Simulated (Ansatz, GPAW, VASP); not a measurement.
**Code comparison for ZrCu5 (P1, 6 atoms in the cell)**

Self-consistent single point.

```yaml
crystal:
  lattice:
    - [0.00000, 3.41154, 3.41154]
    - [3.41154, 0.00000, 3.41154]
    - [3.41154, 3.41154, 0.00000]
  atoms:
    - { symbol: Zr, position: [0.01972, 0.99637, 0.98865] }
    - { symbol: Cu, position: [0.74205, 0.74923, 0.74974] }
    - { symbol: Cu, position: [0.34411, 0.90222, 0.37304] }
    - { symbol: Cu, position: [0.39316, 0.37103, 0.38328] }
    - { symbol: Cu, position: [0.85256, 0.38853, 0.38503] }
    - { symbol: Cu, position: [0.39840, 0.34262, 0.87026] }
```

Shared settings, as Ansatz (a first-principles code) writes them: kpoints.mp_grid.grid = 4 4 4; scf.occupations.method = gaussian; scf.occupations.width = 0.0037 Ry. Potentials and cutoffs stand in the table.

```json
[
 {"code": "VASP", "model": "PBEsol, VASP's PBE PAW potentials (set 64)", "pressure (GPa)": "-2.23", "largest force (eV/Å)": "1.521", "cutoff": "300 eV"},
 {"code": "Ansatz", "model": "PBEsol, PAW files made with PBE", "pressure (GPa)": "-0.43", "largest force (eV/Å)": "1.521", "cutoff": "30.9 Ry"},
 {"code": "GPAW", "model": "PBEsol, GPAW PAW datasets PBEsol (made by gpaw-setup)", "pressure (GPa)": "0.39", "largest force (eV/Å)": "1.578", "cutoff": "800 eV"}
]
```

Size of the force on each atom (eV/Å): Sizes of forces hide their directions.

| code | Zr1 | Cu2 | Cu3 | Cu4 | Cu5 | Cu6 |
|---|---|---|---|---|---|---|
| VASP | 0.669 | 0.232 | 1.454 | 1.521 | 1.472 | 1.410 |
| Ansatz | 0.645 | 0.219 | 1.464 | 1.521 | 1.468 | 1.415 |
| GPAW | 0.659 | 0.235 | 1.480 | 1.578 | 1.534 | 1.448 |

On Ansatz's run: spin polarisation is off.

The spread over the programs that give each value: pressure within 2.62 GPa; largest force within 0.057 eV/Å.

Ansatz's pressure is given at a fixed set of plane waves, as the other plane-wave codes print theirs; with its correction for the finite basis it is -0.35 GPa. In the pressure, VASP (by 1.80) lies more than 1 GPa from the median of the plane-wave programs.

VASP's run is marked for a possible Pulay error in its stress at this cutoff; no cutoff test was made.

The starting cell comes from a database of computed structures (which also holds hypothetical and non-ambient phases and stackings), without a prior relaxation at this level. Its atoms were displaced at random from the sites of space group no. 216.

Left out of this page: Quantum ESPRESSO, CP2K and SIESTA (not drawn, or without a comparable value).

Keys are those of Ansatz 0.2.
